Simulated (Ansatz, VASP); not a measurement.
**Si4F: VASP beside Ansatz**

```xyz
20
Lattice="7.6672 0.0000 0.0000 0.0000 5.4215 0.0000 0.0000 0.0000 23.0768" Properties=species:S:1:pos:R:3 pbc="T T T"
Si    1.9168    0.0000    9.3264
Si    5.7504    0.0000    9.3264
Si    3.8336    1.3554    9.3264
Si    0.0000    1.3554    9.3264
Si    3.8336    2.7108   11.2432
Si    0.0000    2.7108   11.2432
Si    5.7504    4.0661   11.2432
Si    1.9168    4.0661   11.2432
Si    5.7504    0.0438   13.1254
Si    1.9168    0.0438   13.1254
Si    0.0000    1.3116   13.1254
Si    3.8336    1.3116   13.1254
Si    0.0000    2.7984   14.8560
Si    3.8336    2.7984   14.8560
Si    1.9168    3.9785   14.8560
Si    5.7504    3.9785   14.8560
F     1.9168    4.4945    7.9991
F     5.7504    4.4945    7.9991
F     3.8336    2.2824    7.9991
F     0.0000    2.2824    7.9991
```

Alike in both runs: functional PBE; dispersion D3(BJ); k mesh 2 × 3 × 1; occupations gaussian, width 0.05 eV; no spin polarisation.

Ansatz relaxed the structure, and its values are those at the end. VASP's run is a single point on that final structure, the one shown.

|  | VASP | Ansatz |
| --- | --- | --- |
| version | VASP 6.6.1 | Ansatz 0.2.0 |
| potentials or method | VASP PAW PBE potentials, release 64 (Si, F) | scalar-relativistic, plane waves, PAW |
| plane-wave cutoff (eV) | 520 | 420 |
| valence electrons in the cell | 92 | 92 |

|  | VASP | Ansatz | Ansatz less VASP |
| --- | --- | --- | --- |
| gap on the k mesh at the Fermi level (eV) | none | none | - |
| rms of the force components (eV/Å) | 0.109 | 0.070 | -0.0387 |

A gap of «none» marks a metal or a gap that the smearing closes. With one functional, cell and mesh, what is left measures potentials, basis and numerics. Ansatz warned: «xc_potential_rough_in_thin_density».

Caveats: the k mesh is coarse (spacing up to 0.41 Å⁻¹), so the values aren't converged.
